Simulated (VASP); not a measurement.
## HfV2: convergence with the SCF solver and number of MPI ranks

A convergence test on HfV2: the SCF solver and number of MPI ranks. The series runs use LDA. The SCF solver tried: ALGO = Normal; ALGO = Fast; ALGO = VeryFast; ALGO = All; ALGO = Damped; AMIX = 0.1, BMIX = 0.01; AMIX = 0.8; IMIX = 1, AMIX = 0.2. The number of MPI ranks tried: 1 ranks; 2 ranks; 4 ranks; 8 ranks. The start is a cell from a database of measured crystal structures.

Main program and level: VASP 6.6.1; LDA, spin-polarised from a ferromagnetic start; plane waves and PAW (Hf_pv, V_sv).

This is a report of a sequence of runs, with most program output left out.

### Step 1. Set-up

Symmetry: Fd-3m, No. 227, cubic system. The conventional cell has a = 7.412 Å, b = 7.412 Å, c = 7.412 Å, α = 90.00°, β = 90.00°, γ = 90.00°. Nearest to Hf lie 12 V at 3.07 Å and 4 Hf at 3.21 Å. Nearest to V lie 6 V at 2.62 Å and 6 Hf at 3.07 Å. Farther neighbours are not listed.

### Step 2. SCF solver: ALGO = Normal

All solvers should reach one answer; they differ in cycles and robustness. LDA, the lowest rung, knows the local density alone.

Contents of INCAR:

```
SYSTEM = HfV2
PREC = Accurate
ENCUT = 400
EDIFF = 1E-06
NELM = 100
ISMEAR = -1
SIGMA = 0.05
LREAL = .FALSE.
ALGO = Normal
GGA = CA
NBANDS = 52
ISPIN = 2
MAGMOM = 0 0 2 2 2 2
LASPH = .TRUE.
LMAXMIX = 4
LORBIT = 11
LWAVE = .FALSE.
LCHARG = .FALSE.
KPAR = 8
ISIF = 2
```

Contents of POSCAR:

```
HfV2
1.0
    0.0000000000      3.7060000000      3.7060000000
    3.7060000000      0.0000000000      3.7060000000
    3.7060000000      3.7060000000      0.0000000000
Hf V
2 4
Direct
    0.0000000000      0.0000000000      0.0000000000
    0.2500000000      0.2500000000      0.2500000000
    0.6250000000      0.6250000000      0.6250000000
    0.1250000000      0.6250000000      0.6250000000
    0.6250000000      0.6250000000      0.1250000000
    0.6250000000      0.1250000000      0.6250000000
```

Contents of KPOINTS:

```
Automatic mesh
0
Gamma
5 5 5
0 0 0
```

PAW data sets: Hf_pv and V_sv (PBE family, release 64).

On the command line:

```sh
$ mpirun -np 8 vasp_std
```

Wall time 25 s (8 MPI ranks of AMD EPYC 7R43, shared host); peak memory 1.8 GiB; 3.1 min of CPU time.

The moments of the start collapse, so the state is non-magnetic; other starts or orders were not tried. The k-mesh is coarse for a metal. Harder data sets than Hf_pv exist (the GW ones), and pressures, volumes and forces can shift noticeably with them. The PAW data sets were made with PBE, though LDA sets exist; this is a small mismatch.

This step gave:

| Property | Result |
| --- | --- |
| SCF cycles | 16 |
| electrons | 72 |
| bands | 52 |
| irreducible k-points | 10 |
| symmetry operations | 48 |
| free energy (TOTEN) | -60.7789 eV |
| energy at zero smearing | -60.7270 eV |
| Fermi energy | 6.529 eV |
| pressure | -16.01 GPa |
| moment of the cell, from the last line of the log | 0 μB |
| metallic | yes |

The spin moment in the PAW sphere vanishes on all atoms.

The series starts at -10.1212 eV an atom and -16.01 GPa, after 16 cycles in 25 s.

### Step 3. SCF solver: ALGO = Fast

Edit INCAR of step 2 so:

```diff
@@ -8,3 +8,3 @@
 LREAL = .FALSE.
-ALGO = Normal
+ALGO = Fast
 GGA = CA
```

POSCAR is that of step 2.

KPOINTS is that of step 2.

On the command line:

```sh
$ mpirun -np 8 vasp_std
```

Wall time 28 s (8 MPI ranks); peak memory 1.8 GiB; 3.6 min of CPU time.

Against the first of the series the energy stays within 0.01 meV an atom and the pressure within 0.01 GPa, after 17 cycles in 28 s.

### Step 4. SCF solver: ALGO = VeryFast

Edit INCAR of step 3 so:

```diff
@@ -8,3 +8,3 @@
 LREAL = .FALSE.
-ALGO = Fast
+ALGO = VeryFast
 GGA = CA
```

POSCAR is that of step 3.

KPOINTS is that of step 3.

On the command line:

```sh
$ mpirun -np 8 vasp_std
```

Run time: 35 s. Hardware: 8 MPI ranks; peak memory 1.8 GiB; 4.6 min of CPU time.

Against the first of the series the energy stays within 0.01 meV an atom; the pressure moves by +0.01 GPa, after 23 cycles in 35 s.

### Step 5. SCF solver: ALGO = All

Edit INCAR of step 4 so:

```diff
@@ -8,3 +8,3 @@
 LREAL = .FALSE.
-ALGO = VeryFast
+ALGO = All
 GGA = CA
```

POSCAR is that of step 4.

KPOINTS is that of step 4.

On the command line:

```sh
$ mpirun -np 8 vasp_std
```

Run time: 47 s. Hardware: 8 MPI ranks; peak memory 1.9 GiB; 6.2 min of CPU time.

Against the first of the series the energy stays within 0.01 meV an atom and the pressure within 0.01 GPa, after 34 cycles in 47 s.

### Step 6. SCF solver: ALGO = Damped

Edit INCAR of step 5 so:

```diff
@@ -8,3 +8,3 @@
 LREAL = .FALSE.
-ALGO = All
+ALGO = Damped
 GGA = CA
```

POSCAR is that of step 5.

KPOINTS is that of step 5.

On the command line:

```sh
$ mpirun -np 8 vasp_std
```

It took 53 s on 8 MPI ranks; peak memory 1.9 GiB.

Against the first of the series the energy stays within 0.01 meV an atom and the pressure within 0.01 GPa, after 54 cycles in 53 s.

### Step 7. SCF solver: AMIX = 0.1, BMIX = 0.01

Edit INCAR of step 6 so:

```diff
@@ -8,3 +8,3 @@
 LREAL = .FALSE.
-ALGO = Damped
+ALGO = Normal
 GGA = CA
@@ -20 +20,3 @@
 ISIF = 2
+AMIX = 0.1
+BMIX = 0.01
```

POSCAR is that of step 6.

KPOINTS is that of step 6.

On the command line:

```sh
$ mpirun -np 8 vasp_std
```

The job ended after 30 s (8 MPI ranks; peak memory 1.9 GiB).

Against the first of the series the energy stays within 0.01 meV an atom; the pressure moves by +0.02 GPa, after 20 cycles in 30 s.

### Step 8. SCF solver: AMIX = 0.8

Edit INCAR of step 7 so:

```diff
@@ -20,3 +20,2 @@
 ISIF = 2
-AMIX = 0.1
-BMIX = 0.01
+AMIX = 0.8
```

POSCAR is that of step 7.

KPOINTS is that of step 7.

On the command line:

```sh
$ mpirun -np 8 vasp_std
```

Wall time 33 s (8 MPI ranks); peak memory 1.9 GiB.

Against the first of the series the energy stays within 0.01 meV an atom and the pressure within 0.01 GPa, after 23 cycles in 33 s.

### Step 9. SCF solver: IMIX = 1, AMIX = 0.2

Edit INCAR of step 8 so:

```diff
@@ -20,2 +20,3 @@
 ISIF = 2
-AMIX = 0.8
+IMIX = 1
+AMIX = 0.2
```

POSCAR is that of step 8.

KPOINTS is that of step 8.

On the command line:

```sh
$ mpirun -np 8 vasp_std
```

Run time: 44 s. Hardware: 8 MPI ranks; peak memory 1.4 GiB; 5.8 min of CPU time.

Against the first of the series the energy stays within 0.01 meV an atom; the pressure moves by +0.04 GPa, after 32 cycles in 44 s.

### Step 10. The SCF solver series as a table

This step: convergence of LDA results with the solver; plane waves and PAW (VASP 6.6.1).

This step runs nothing: it gathers the runs above.

Differences are taken from the run with ALGO = Normal. Results of the series, by row:

```tsv
setting	status	energy less the reference (meV/atom)	pressure (GPa)	moment (μB)	SCF cycles	wall time (s)
ALGO = Normal	converged	0	-16.01	-6.00e-4	16	25
ALGO = Fast	converged	-1.75e-4	-16.02	5.00e-4	17	28
ALGO = VeryFast	converged	-2.43e-4	-16.01	0.0011	23	35
ALGO = All	converged	7.63e-4	-16.01	-2.00e-4	34	47
ALGO = Damped	converged	4.68e-4	-16.02	0.0114	54	53
AMIX = 0.1, BMIX = 0.01	converged	-0.001863	-16	0.001	20	30
AMIX = 0.8	converged	-6.13e-4	-16.01	-7.00e-4	23	33
IMIX = 1, AMIX = 0.2	converged	5.58e-4	-15.97	0.003	32	44
```

### Step 11. Number of MPI ranks: 1 ranks

This step: LDA, spin-polarised from a ferromagnetic start; plane waves and PAW (Hf_pv, V_sv) (VASP 6.6.1).

The same run on more MPI ranks shows how well it scales.

Edit INCAR of step 9 so:

```diff
@@ -18,5 +18,2 @@
 LCHARG = .FALSE.
-KPAR = 8
 ISIF = 2
-IMIX = 1
-AMIX = 0.2
```

POSCAR is that of step 9.

KPOINTS is that of step 9.

On the command line:

```sh
$ mpirun -np 1 vasp_std
```

It took 94 s on 1 MPI rank; peak memory 0.18 GiB.

This step gave:

```
SCF cycles : 16
pressure   : -16.01 GPa
```

The series starts at -10.1212 eV an atom and -16.01 GPa, after 16 cycles in 94 s.

### Step 12. Number of MPI ranks: 2 ranks

Edit INCAR of step 11 so:

```diff
@@ -18,2 +18,3 @@
 LCHARG = .FALSE.
+KPAR = 2
 ISIF = 2
```

POSCAR is that of step 11.

KPOINTS is that of step 11.

On the command line:

```sh
$ mpirun -np 2 vasp_std
```

Wall time 51 s (2 MPI ranks); peak memory 0.36 GiB.

Against the first of the series the energy stays within 0.01 meV an atom and the pressure within 0.01 GPa, after 16 cycles in 51 s.

### Step 13. Number of MPI ranks: 4 ranks

Edit INCAR of step 12 so:

```diff
@@ -18,3 +18,3 @@
 LCHARG = .FALSE.
-KPAR = 2
+KPAR = 4
 ISIF = 2
```

POSCAR is that of step 12.

KPOINTS is that of step 12.

On the command line:

```sh
$ mpirun -np 4 vasp_std
```

The job ended after 34 s (4 MPI ranks; peak memory 0.74 GiB).

Against the first of the series the energy stays within 0.01 meV an atom and the pressure within 0.01 GPa, after 16 cycles in 34 s.

### Step 14. Number of MPI ranks: 8 ranks

Edit INCAR of step 13 so:

```diff
@@ -18,3 +18,3 @@
 LCHARG = .FALSE.
-KPAR = 4
+KPAR = 8
 ISIF = 2
```

POSCAR is that of step 13.

KPOINTS is that of step 13.

On the command line:

```sh
$ mpirun -np 8 vasp_std
```

Wall time 31 s (8 MPI ranks); peak memory 1.8 GiB.

Against the first of the series the energy stays within 0.01 meV an atom and the pressure within 0.01 GPa, after 16 cycles in 31 s.

### Step 15. The number of MPI ranks series as a table

This step: convergence of LDA results with the layout; plane waves and PAW (VASP 6.6.1).

This step runs nothing: it gathers the runs above.

Differences are taken from the run with 1 ranks. Results of the series, by row:

```tsv
setting	status	energy less the reference (meV/atom)	pressure (GPa)	moment (μB)	SCF cycles	wall time (s)
1 ranks	converged	0	-16.01	-6.00e-4	16	94
2 ranks	converged	0	-16.01	-6.00e-4	16	51
4 ranks	converged	0	-16.01	-6.00e-4	16	34
8 ranks	converged	0	-16.01	-6.00e-4	16	31
```

### Step 16. Outcome

```yaml
fewest_scf_cycles: ALGO = Normal (16)
most_scf_cycles_among_converged_runs: ALGO = Damped (54)
spread_of_the_pressure_over_the_scf_solver: 0.0425 GPa
spread_of_the_energy_over_the_scf_solver: 0.00263 meV/atom
wall_time_from_fewest_to_most_ranks: 94 s to 31 s
```

**Reading.** All SCF solvers that converged agree within 0.05 meV an atom. No setting beats the 25 s of ALGO = Normal by a fifth or more; the slowest converged run is ALGO = Damped, at 53 s. On a shared host such times are rough. On 8 ranks the run uses the cores at 38 % of the efficiency of 1. Going from 1 ranks to 8 ranks shortens the run by a factor of 3.0; on a shared host such times are rough. Forces vanish by symmetry in this cell, so the series can't test them.

[Lines on the potential files, build, host, timing and source positions are cut from VASP's logs without a mark.]

[Logs are printed without paths, hosts, clocks, repeated set-up lines and the standing remarks that a program may print on its own settings, such as how far it seeks lower states.]

[Hosts, paths, dates, database ids (printed as entryN), source tags and the programs' standing remarks are cut or masked in the printed files.]

[A measured line is paired with the nearest computed mode of its activity, which favours agreement.]
